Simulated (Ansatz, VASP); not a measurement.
# Ru (linear Ru chain): VASP beside Ansatz

Aim: how closely do two programs agree when they are given the same cell, functional and k mesh? The structure shown is the end of the Ansatz relaxation below.

Method: plane waves, with VASP 6.6.1 beside it; PBE, PBEsol and r2SCAN, in Ansatz 0.2.0.

## Step 1: The starting structure

The cell holds 1 atom: 1 Ru. Its edges and angles: a = 7.500 Å, b = 7.500 Å, c = 2.182 Å, α = 90.0°, β = 90.0°, γ = 90.0°. Vacuum lies along a and b. The structure's axis is c.

## Step 2: Ansatz: relaxation, PBE

Ansatz runs on its default PAW (the set named soft_2) files.

This run makes the geometry at which the two programs are then compared.

Contents of input.yaml:

```yaml
crystal:
  lattice:
    - [7.5, 0.0, 0.0]
    - [0.0, 7.5, 0.0]
    - [0.0, 0.0, 2.7156]
  atoms:
    - { symbol: Ru, position: [0.5, 0.5, 0.0] }
kpoints:
  mp_grid: { grid: [1, 1, 30] }
scf:
  occupations: { method: fermi_dirac, width: 0.05 }
hamiltonian:
  xc: pbe
relax:
  cell: { fix: [a, b, alpha, beta, gamma] }
  max_steps: 60
```

Run with:

```
ansatz run input.yaml --threads 4 --pin off --max-ram 8192MiB --backend cpu --events-out ev --progress --plain --runs-dir out
```

Numbers of over 12 decimals in the logs are rounded to 6 here.

Log:

```text
Engine: ansatz 0.2.0, aarch64-unknown-linux-gnu
Pseudopotentials: kind: paw
Pseudopotential: Ru, paw, valence charge 16, recommended cutoff 420 eV (normal), Ru.paw.azcp
Functional definition: PBE
  parameter kappa = 0.804
  parameter beta = 0.066725
  exchange = pbe_x(kappa = kappa, mu = beta*pi^2/3)
  correlation = pbe_c(beta = beta)
Crystal: 1 atoms, lattice volume = 152.752 Å³
Basis set: ecut = 420 eV, 3033 PW (Γ), exchange–correlation on 108×108×40 points (8 copies of the dense FFT grid, shifted against one another)
Bands: 12, of which v1, the nominal top of the filled ones, is band 8 counted from 1 (7 counted from 0)
Symmetry: 16 space group operations
Space group: P4/mmm (ITA 123), of the structure as read, at distance tolerance 5.3e-5 Å
k-points: 16 of 30
Non-local potential: Ru, projectors of the file, l = 0: 3, l = 1: 2, l = 2: 2, l = 3: 1
PAW form: soft (Blöchl's): semilocal exchange-correlation on the pseudo side does not see the compensation charge
PAW one-centre angular grid: Ru, 590 points (default); XC on 64 Gauss nodes
Initial density: superposition of atomic densities (neutral atoms: chi_scale 0, normalization atom), corrected by the library's trained network
Initial wavefunctions: pseudopotential atomic-orbital guess
Functional: x = pbe(κ = 0.804, μ = 0.219515), c = pbe(β = 0.066725)
SCF iter   1: F=—  HF=-5873.321851 eV  |F-HF|=—  |Δ(HF+E_count)|=         —  Δρ=3.56e-3  dr2=2.82e-2  ethr=1.77e-3  ⟨swp⟩=5.2  Hψ=1047  notcnv=0
preconditioner: auto → LDOS  [metal: Δε(μ)=0.002 eV  Ē_g=3.899 eV  σ=0.050 eV  W_gap=0.01  n_scr=12 (ndim 8)  ℏωp=8.5 eV  f_vac=0.670  D(μ)=8.28/eV (n_scr^D=86)  β→1.0]
SCF iter   2: F=—  HF=-5873.330699 eV  |F-HF|=—  |Δ(HF+E_count)|=   8.85e-3  Δρ=1.15e-3  dr2=1.97e-3  ethr=1.76e-4  ⟨swp⟩=2.2  Hψ=450  notcnv=0
SCF iter   3: F=—  HF=-5873.330982 eV  |F-HF|=—  |Δ(HF+E_count)|=   2.83e-4  Δρ=1.10e-3  dr2=2.03e-3  ethr=1.23e-5  ⟨swp⟩=2.1  Hψ=377  notcnv=0
SCF iter   4: F=—  HF=-5873.330696 eV  |F-HF|=—  |Δ(HF+E_count)|=   2.86e-4  Δρ=4.28e-4  dr2=9.81e-5  ethr=1.23e-5  ⟨swp⟩=2.4  Hψ=256  notcnv=0
SCF iter   5: F=—  HF=-5873.330720 eV  |F-HF|=—  |Δ(HF+E_count)|=   2.35e-5  Δρ=3.74e-4  dr2=8.79e-5  ethr=6.13e-7  ⟨swp⟩=2.4  Hψ=313  notcnv=0
SCF iter   6: F=—  HF=-5873.330705 eV  |F-HF|=—  |Δ(HF+E_count)|=   1.49e-5  Δρ=1.44e-4  dr2=1.22e-5  ethr=5.49e-7  ⟨swp⟩=1.0  Hψ=192  notcnv=0
SCF iter   7: F=—  HF=-5873.330703 eV  |F-HF|=—  |Δ(HF+E_count)|=   2.14e-6  Δρ=3.25e-5  dr2=5.84e-7  ethr=7.65e-8  ⟨swp⟩=1.0  Hψ=192  notcnv=0
SCF iter   8: F=-5873.330703 eV  HF=-5873.330703 eV  |F-HF|=1.94e-9  |Δ(HF+E_count)|=   6.57e-8  Δρ=3.04e-6  dr2=5.20e-9  ethr=6.25e-10  ⟨swp⟩=4.1  Hψ=655  notcnv=0
SCF 1 converged in 8 iterations: F = -5873.330703 eV  dr2 = 5.20e-9
  greatest PAW one-centre occupation: 0.999 electrons in one spin orbital (limit 2), on the Ru atom at site 0 (counted from 0), in its partial waves of l = 0
relax step   1: F+E_penalty+E_count = -5873.33070270 eV  Δ(F+E_penalty+E_count) = +0.000e0 eV  max|allowed force component| = 0.000e0 eV/Å  Δτ_max = 0.0000 Å  P = -3.148 GPa  Ω = 152.752 Å³  fix = [a, b, alpha, beta, gamma]  reactions: a -0.165, b -0.165 GPa  (8 SCF iters, dr2 threshold 1.00e-7 eV, accepted)
[...]
relax step   4: F+E_penalty+E_count = -5874.50850035 eV  Δ(F+E_penalty+E_count) = -3.369e-1 eV  max|allowed force component| = 0.000e0 eV/Å  Δτ_max = 0.0000 Å  P = -2.049 GPa  Ω = 130.412 Å³  energy of the carried Pulay correction = +1.335e-3 eV  fix = [a, b, alpha, beta, gamma]  reactions: a -0.187, b -0.187 GPa  (6 SCF iters, dr2 threshold 1.00e-7 eV, accepted)
[...]
relax step   5: F+E_penalty+E_count = -5874.66370899 eV  Δ(F+E_penalty+E_count) = -1.552e-1 eV  max|allowed force component| = 0.000e0 eV/Å  Δτ_max = 0.0000 Å  P = -0.210 GPa  Ω = 122.966 Å³  energy of the carried Pulay correction = +1.797e-3 eV  fix = [a, b, alpha, beta, gamma]  reactions: a -0.192, b -0.192 GPa  (6 SCF iters, dr2 threshold 1.00e-7 eV, accepted)
[...]
relax step   6: F+E_penalty+E_count = -5874.66390689 eV  Δ(F+E_penalty+E_count) = -1.979e-4 eV  max|allowed force component| = 0.000e0 eV/Å  Δτ_max = 0.0000 Å  P = -0.126 GPa  Ω = 122.724 Å³  energy of the carried Pulay correction = +1.812e-3 eV  fix = [a, b, alpha, beta, gamma]  reactions: a -0.192, b -0.192 GPa  (4 SCF iters, dr2 threshold 1.00e-7 eV, accepted)
[...]
relax step   7: F+E_penalty+E_count = -5874.66176238 eV  Δ(F+E_penalty+E_count) = +2.145e-3 eV  max|allowed force component| = 0.000e0 eV/Å  Δτ_max = 0.0000 Å  P = -0.128 GPa  Ω = 122.724 Å³  fix = [a, b, alpha, beta, gamma]  reactions: a -0.190, b -0.190 GPa  stress off target by 3.69e-3 GPa on what of the cell is left free  SCF on the basis re-selected at this cell (its energy is not comparable with the rows above)  (7 SCF iters)
basis re-selected at this cell: Δ(F+E_penalty+E_count) = +2.145e-3 eV, ΔP = -0.001 GPa vs the last step (what re-selecting the basis moved, of the pressure what is left beyond the Pulay correction that the steps carried, after the strain that the cell walked since its last selection, with what the two solves' SCF thresholds leave and, on support functions, any second-order correction that the steps lacked; it is no measure of the basis error at this ecutwfc). The dense FFT grid was sized anew with the basis: this SCF ran on 54×54×15 points, the steps before it on 54×54×20, so part of this shift can come from that change (see relax.cell in the input reference). [rest of the remark cut]
SCF converged after 7 iterations
Free energy (F): -5874.661762 eV
Harris-Foulkes:  -5874.661762 eV  (|F-HF|=2.73e-12)
Internal energy: -5874.639703 eV  (E = F + TS)
E sigma→0 (E₀):  -5874.650733 eV
Entropy (-TS):   -0.022059 eV (-22.059 meV/atom)
Fermi energy:    -1.954614 eV
--- Per-component energies (eV) ---
  E_band       = -445.390464
  E_kinetic    = 515.721683
  E_local      = -4679.902703  (includes V_loc(G=0)·N_el)
  E_nonlocal   = 348.610622
  E_hartree    = 1914.786389
  E_xc         = -186.811412
  E_vxc        = -233.921801  (∫ρ·V_xc dr)
  E_paw        = -3463.158000  (= ΣΔE_a)
  E_vpaw       = -225.470850  (= ΣTr[D̂ρ^β])
  E_aug_tail   = -0.000168  (compensation charges beyond the density's cutoff)
  E_ewald      = -323.886114
  E_smearing   = -0.022059  (= −TS)
  E_closure    = 0.000000  (closes the sum)
  Σ components = -5874.661762   (vs F -5874.661762, Δ=0.00e0)
--- Forces (eV/Å), atoms counted from 1 ---
  atom   1  Ru     0.00000000     0.00000000     0.00000000
  max |Σ_I F_I| component: 2.52e-29 eV/Å
--- Stress (GPa, compression-positive) ---
       -0.189526       0.000000      -0.000000
        0.000000      -0.189526       0.000000
       -0.000000       0.000000      -0.003689
  P = ⅓ Tr σ = -0.1276 GPa (-1.276 kbar)
--- Relaxed structure (6 steps of the walk, 6 accepted, 1 SCFs on fresh bases) ---
  F+E_penalty+E_count = -5874.66176238 eV   max|allowed force component| = 0.000e0 eV/Å   (the final SCF, on the basis selected at the relaxed cell)
  cell:  # Å, volume = 122.7240 Å³
    - [7.5, 0, 0]
    - [0, 7.5, 0]
    - [0, 0, 2.181761]
  atoms:
    - { symbol: Ru, position: [0.5, 0.5, 0.0] }
```

The column dr2 measures how far the density is from self-consistency, as an energy; F and HF (Harris–Foulkes) agree once it is small.

## Step 3: VASP: single point, PBE

The same cell, functional, mesh and smearing now go to VASP, with its own data sets.

Lines of VASP's logs that name or quote its potential files are left out, and so is its time.

Contents of INCAR:

```
SYSTEM = Ru
PREC = Accurate
ENCUT = 500
EDIFF = 1E-06
NELM = 120
ISMEAR = -1
SIGMA = 0.05
LREAL = .FALSE.
ALGO = Normal
GGA = PE
NBANDS = 13
LASPH = .TRUE.
LORBIT = 11
LWAVE = .FALSE.
LCHARG = .FALSE.
ISIF = 2
GGA_COMPAT = .FALSE.
KPAR = 2
```

Contents of POSCAR:

```
Ru
1.0
    7.5000000000      0.0000000000      0.0000000000
    0.0000000000      7.5000000000      0.0000000000
    0.0000000000      0.0000000000      2.1817606914
Ru
1
Direct
    0.5000000000      0.5000000000      0.0000000000
```

Contents of KPOINTS:

```
Automatic mesh
0
Gamma
1 1 30
0 0 0
```

PAW data sets: Ru_pv (PBE family, release 64).

Run with:

```
mpirun -np 2 vasp_std
```

Log:

```text
[banner, memory and clock lines left out]
running    2 mpi-ranks, on    1 nodes
 distrk:  each k-point on    1 cores,    2 groups
 distr:  one band on    1 cores,    1 groups

 POSCAR found type information on POSCAR Ru
 POSCAR found :  1 types and       1 ions
 LDA part: xc-table for (Slater+PW92), standard interpolation
 POSCAR, INCAR and KPOINTS ok, starting setup
 FFT: planning ... GRIDC
 FFT: planning ... GRID_SOFT
 FFT: planning ... GRID
 WAVECAR not read
 entering main loop
       N       E                     dE             d eps       ncg     rms          rms(c)
DAV:   1     0.582501292131E+02    0.58250E+02   -0.78189E+03   560   0.804E+02
DAV:   2    -0.357107126408E+01   -0.61821E+02   -0.56897E+02   482   0.186E+02
DAV:   3    -0.524945719758E+01   -0.16784E+01   -0.16018E+01   486   0.268E+01
DAV:   4    -0.527231725789E+01   -0.22860E-01   -0.22849E-01   516   0.301E+00
DAV:   5    -0.527295278364E+01   -0.63553E-03   -0.63550E-03   544   0.368E-01    0.788E+00
DAV:   6    -0.521631445681E+01    0.56638E-01   -0.10953E-01   451   0.337E+00    0.418E+00
DAV:   7    -0.519774126237E+01    0.18573E-01   -0.14644E-02   431   0.104E+00    0.745E-01
DAV:   8    -0.519682298159E+01    0.91828E-03   -0.17253E-03   508   0.392E-01    0.627E-02
DAV:   9    -0.519673716593E+01    0.85816E-04   -0.16757E-04   444   0.838E-02    0.361E-02
DAV:  10    -0.519676813405E+01   -0.30968E-04   -0.10785E-04   436   0.103E-01    0.145E-02
DAV:  11    -0.519685581591E+01   -0.87682E-04   -0.40509E-05   431   0.350E-02    0.137E-02
DAV:  12    -0.519688200239E+01   -0.26186E-04   -0.25417E-05   436   0.460E-02    0.829E-03
DAV:  13    -0.519688243874E+01   -0.43635E-06   -0.50594E-06   436   0.207E-02
   1 F= -.51968824E+01 E0= -.51861419E+01  d E =-.214811E-01
```

OUTCAR, selected parts (step 3):

```text
ion  position               nearest neighbor table
   1  0.500  0.500  0.000-

  LATTYP: Found a simple tetragonal cell.
 ALAT       =     7.5000000000
 C/A-ratio  =     0.2909014255

 Subroutine GETGRP returns: Found 16 space group operations
 (whereof 16 operations were pure point group operations)

The static configuration has the point symmetry D_4h.

 Found     16 irreducible k-points:

   k-points           NKPTS =     16   k-points in BZ     NKDIM =     16   number of bands    NBANDS=     13

   dimension x,y,z NGX =    56 NGY =   56 NGZ =   16
   dimension x,y,z NGXF=   112 NGYF=  112 NGZF=   32

   ENCUT  =  500.0 eV  36.75 Ry    6.06 a.u.  13.67 13.67  3.98*2*pi/ulx,y,z

   NELECT =      14.0000    total number of electrons

 k-points in reciprocal lattice and weights: Automatic mesh
   0.00000000  0.00000000  0.00000000       0.033
   0.00000000  0.00000000  0.03333333       0.067
   0.00000000  0.00000000  0.06666667       0.067
   0.00000000  0.00000000  0.10000000       0.067
   0.00000000  0.00000000  0.13333333       0.067
   0.00000000  0.00000000  0.16666667       0.067
   0.00000000  0.00000000  0.20000000       0.067
   0.00000000  0.00000000  0.23333333       0.067
   0.00000000  0.00000000  0.26666667       0.067
[...]
0.00000000  0.00000000  0.46666667       0.067
   0.00000000  0.00000000  0.50000000       0.033

 average (electrostatic) potential at core
       1 -82.4766

 E-fermi :  -3.1395

 k-point     1 :       0.0000    0.0000    0.0000
  band No.  band energies     occupation
    ...
      3     -44.4242      2.00000
      4      -9.0313      2.00000
      5      -4.6491      2.00000
      6      -4.6409      2.00000
      7      -4.4255      2.00000
      8      -0.5033      0.00000
      9      -0.5033      0.00000
     10      -0.2945      0.00000
     11      -0.2945      0.00000
     12       1.6582      0.00000
    ...

 k-point     2 :       0.0000    0.0000    0.0333
  band No.  band energies     occupation
    ...
      3     -44.4643      2.00000
      4      -8.9328      2.00000
      5      -4.6326      2.00000
      6      -4.6244      2.00000
      7      -4.3935      2.00000
      8      -0.9021      0.00000
      9      -0.9021      0.00000
     10       0.0428      0.00000
     11       0.0428      0.00000
     12       1.6926      0.00000
    ...

 k-point     3 :       0.0000    0.0000    0.0667
  band No.  band energies     occupation
    ...
      3     -44.5822      2.00000
      4      -8.6412      2.00000
      5      -4.5835      2.00000
      6      -4.5756      2.00000
      7      -4.2970      2.00000
      8      -1.4541      0.00000
      9      -1.4541      0.00000
     10       0.4239      0.00000
     11       0.4239      0.00000
     12       1.7957      0.00000
    ...

  Total       -0.1651751     -0.1651751      0.3106281      0.0000000     -0.0000000      0.0000000
  in kB       -2.1563817     -2.1563817      4.0552884      0.0000000     -0.0000000      0.0000000
  external PRESSURE =      -0.0858250 kB  Pullay stress =       0.0000000 kB

  energy-cutoff  :      500.00
  volume of cell :      122.72
      direct lattice vectors                 reciprocal lattice vectors
     7.500000000  0.000000000  0.000000000     0.133333333  0.000000000  0.000000000
     0.000000000  7.500000000  0.000000000     0.000000000  0.133333333  0.000000000
     0.000000000  0.000000000  2.181760691     0.000000000  0.000000000  0.458345411

 POSITION                                       TOTAL-FORCE (eV/Angst)
 -----------------------------------------------------------------------------------
      3.75000      3.75000      0.00000         0.000000      0.000000      0.000000
 -----------------------------------------------------------------------------------
    total drift:                                0.000000      0.000000      0.000000

  FREE ENERGIE OF THE ION-ELECTRON SYSTEM (eV)
  ---------------------------------------------------
  free  energy   TOTEN  =        -5.1968824387 eV

  energy  without entropy=       -5.1754013288  energy(sigma->0) =       -5.18614188

 total charge
# of ion       s       p       d       tot
------------------------------------------
    1        0.364   6.094   6.222  12.680

[... 3 further parts left out ...]
```

## Step 4: Differences

Known differences besides the potentials themselves: the data sets hold 16 valence electrons in Ansatz (on its default PAW (the set named soft_2) files) and 14 in VASP; the cutoff is 420 eV in Ansatz and 500 eV in VASP; Ansatz's pressure holds a Pulay correction, VASP's none. Total energies have different zeros and are not compared.

Both answers:

```
      quantity  Ansatz   VASP  difference
pressure (GPa)   -0.13  -0.01       -0.12
```

## Step 5: Ansatz: relaxation, PBEsol

This run makes the geometry at which the two programs are then compared. The cell compared in this pair holds 122.14 Å³, against 122.72 Å³ for the pair before.

The structure compared here is the end of the Ansatz relaxation.

input.yaml, the sections that differ from step 2:

```yaml
crystal:
  lattice:
    - [7.5, 0.0, 0.0]
    - [0.0, 7.5, 0.0]
    - [0.0, 0.0, 2.7156]
  atoms:
    - { symbol: Ru, position: [0.5, 0.5, 0.0], spin: 2.0 }
magnetization:
  spin_polarized: true
hamiltonian:
  xc: pbesol
# kpoints, scf, relax: as in step 2
```

Run with:

```
ansatz run input.yaml --threads 4 --pin off --max-ram 8192MiB --backend cpu --events-out ev --progress --plain --runs-dir out
```

Log:

```text
[...]
Crystal: 1 atoms, lattice volume = 152.752 Å³
Basis set: ecut = 420 eV, 3033 PW (Γ), exchange–correlation on 108×108×40 points (8 copies of the dense FFT grid, shifted against one another)
Bands: 13, of which v1, the nominal top of the filled ones, is band 8 counted from 1 (7 counted from 0)
Symmetry: 16 space group operations
[...]
-0.175380       0.000000      -0.000000
        0.000000      -0.175380       0.000000
       -0.000000       0.000000       0.010260
  P = ⅓ Tr σ = -0.1135 GPa (-1.135 kbar)
--- Relaxed structure (7 steps of the walk, 7 accepted, 1 SCFs on fresh bases) ---
[...]
cell:  # Å, volume = 122.1397 Å³
    - [7.5, 0, 0]
    - [0, 7.5, 0]
    - [0, 0, 2.171373]
  atoms:
    - { symbol: Ru, position: [0.5, 0.5, 0.0] }
[key lines of the parts left out:]
SCF converged after 7 iterations
Magnetization: 0.9094 μB (8.4547 up, 7.5453 down)
Free energy (F): -5811.979022 eV
Fermi energy:    -1.941634 eV
```

## Step 6: VASP: single point, PBEsol

The same cell, functional, mesh and smearing now go to VASP, with its own data sets.

INCAR, as its differences from that of step 3:

```diff
@@ -4,3 +4,3 @@
 EDIFF = 1E-06
-NELM = 120
+NELM = 200
 ISMEAR = -1
@@ -9,5 +9,8 @@
 ALGO = Normal
-GGA = PE
-NBANDS = 13
+GGA = PS
+NBANDS = 14
+ISPIN = 2
+MAGMOM = 0.65
 LASPH = .TRUE.
+LMAXMIX = 4
 LORBIT = 11
```

POSCAR, as its differences from that of step 3:

```diff
@@ -4,3 +4,3 @@
     0.0000000000      7.5000000000      0.0000000000
-    0.0000000000      0.0000000000      2.1817606914
+    0.0000000000      0.0000000000      2.1713728289
 Ru
```

KPOINTS is that of step 3.

Run with:

```
mpirun -np 2 vasp_std
```

Log:

```text
[banner, memory and clock lines left out]
running    2 mpi-ranks, on    1 nodes
[...]
|                                                                             |
|               ----> ADVICE to this user running VASP <----                  |
|                                                                             |
|     You enforced a specific xc type in the INCAR file but a different       |
|     [... a line on the potential file left out ...]
|     I HOPE YOU KNOW WHAT YOU ARE DOING!                                     |
|                                                                             |

 LDA part: xc-table for (Slater+PW92), standard interpolation
 POSCAR, INCAR and KPOINTS ok, starting setup
[...]
entering main loop
       N       E                     dE             d eps       ncg     rms          rms(c)
DAV:   1     0.601276800741E+02    0.60128E+02   -0.75201E+03  1176   0.713E+02
DAV:   2    -0.415700965906E+01   -0.64285E+02   -0.59612E+02  1060   0.179E+02
DAV:   3    -0.568418688675E+01   -0.15272E+01   -0.14015E+01  1028   0.249E+01
DAV:   4    -0.570297711306E+01   -0.18790E-01   -0.18776E-01  1330   0.272E+00
[...]
DAV:  15    -0.563050061339E+01   -0.65894E-03   -0.44769E-04   908   0.118E-01    0.284E-02
DAV:  16    -0.563050182068E+01   -0.12073E-05   -0.30344E-05  1046   0.294E-02    0.606E-03
DAV:  17    -0.563050106613E+01    0.75455E-06   -0.88133E-06   962   0.198E-02
   1 F= -.56305011E+01 E0= -.56212305E+01  d E =-.185412E-01  mag=     0.8924
```

Parts of OUTCAR (step 6):

```text
  Total       -0.1450939     -0.1450939      0.3912205      0.0000000     -0.0000000      0.0000000
  in kB       -1.9032805     -1.9032805      5.1318660      0.0000000     -0.0000000      0.0000000
  external PRESSURE =       0.4417683 kB  Pullay stress =       0.0000000 kB

  FREE ENERGIE OF THE ION-ELECTRON SYSTEM (eV)
  ---------------------------------------------------
  free  energy   TOTEN  =        -5.6305010661 eV

  energy  without entropy=       -5.6119599079  energy(sigma->0) =       -5.62123049

 magnetization (x)
# of ion       s       p       d       tot
------------------------------------------
    1        0.017   0.002   0.784   0.803

[... 1 part as in an earlier step ...]

[... 3 further parts left out ...]
[key lines of the parts left out:]
E-fermi :  -3.1416
```

(Part 1 of 2 ends here.)

[Lines on the potential files, build, host, timing and source positions are cut from VASP's logs without a mark.]

[Logs are printed without paths, hosts, clocks, repeated set-up lines and the standing remarks that a program may print on its own settings, such as how far it seeks lower states.]

[Hosts, paths, dates, database ids (printed as entryN), source tags and the programs' standing remarks are cut or masked in the printed files.]
